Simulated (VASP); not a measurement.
Here is the system:

```
CELL_PARAMETERS angstrom
      0.00000     3.03151     3.03151
      3.03151     0.00000     3.03151
      3.03151     3.03151     0.00000
ATOMIC_POSITIONS crystal
  Dy 0.00000 0.00000 0.00000
  Te 0.50000 0.50000 0.50000
```

Computed with PBEsol GGA, VASP's PBE PAW potentials (set 64) (plane waves; VASP). Numerical set-up: 530 eV cut-off, 9×9×9 Γ-centred mesh, first-order Methfessel-Paxton smearing of 0.10 eV, potentials Dy_3 Te.

The 4f electrons are frozen in the core of the lanthanide potential, so 4f levels, which can set the real gap, and their magnetism are missing. Finite-difference elastic constants of metals are sensitive to mesh and smearing; shear constants can be off by tens of GPa.

### Question
Give the elastic stiffness tensor with the ions relaxed (GPa, in the frame of the cell).

### Answer

|  | xx | yy | zz | yz | xz | xy |
|---|---|---|---|---|---|---|
| xx | 185 | 15.3 | 15.3 | 0.0 | 0.0 | 0.0 |
| yy | 15.3 | 185 | 15.3 | 0.0 | 0.0 | 0.0 |
| zz | 15.3 | 15.3 | 185 | 0.0 | 0.0 | 0.0 |
| yz | 0.0 | 0.0 | 0.0 | 2.7 | 0.0 | 0.0 |
| xz | 0.0 | 0.0 | 0.0 | 0.0 | 2.7 | 0.0 |
| xy | 0.0 | 0.0 | 0.0 | 0.0 | 0.0 | 2.7 |

### Question
Predict the Hill bulk modulus, Hill shear modulus, Young's modulus, Poisson's ratio.

### Answer

```yaml
hill_bulk_modulus: 72.0 GPa
hill_shear_modulus: 20.0 GPa
Young's modulus: 54.8 GPa
Poisson's ratio: 0.373
```

The structure comes from a measured DyTe entry (Fm-3m) of the Crystallography Open Database, whose conditions weren't checked. It was relaxed first. The electron count is odd and the run is not spin-polarised, which forces a metal.
